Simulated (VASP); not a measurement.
```xyz
1
Lattice="-1.6297 1.6297 2.4929 1.6297 -1.6297 2.4929 1.6297 1.6297 -2.4929" Properties=species:S:1:pos:R:3 pbc="T T T"
In     0.0000     0.0000     0.0000
```

Method: PBE GGA, VASP's PBE PAW potentials (set 64) (plane waves; VASP). Settings: 300 eV cut-off, 11×11×11 Γ-centred mesh, Fermi-Dirac smearing of 0.14 eV, potentials In_d.

Task: Give the energies of bands 6 to 9 at the high-symmetry points, in eV from the Fermi level.

Result: 
```tsv
band	Γ	X	P	N	M	S	R
6	-9.46	-1.90	-1.26	-4.30	-3.00	-2.56	-1.70
7	10.43	-1.65	-0.04	-3.32	-2.66	-1.19	-0.25
8	10.43	3.46	-0.04	7.39	4.74	-0.53	0.16
9	10.60	3.93	1.75	9.11	4.74	6.17	1.32
```

It has no gap at this level: it comes out as a metal or semimetal.

The structure comes from a computed database's In entry; how it stands against other phases isn't given here. The cell was not relaxed at this level.
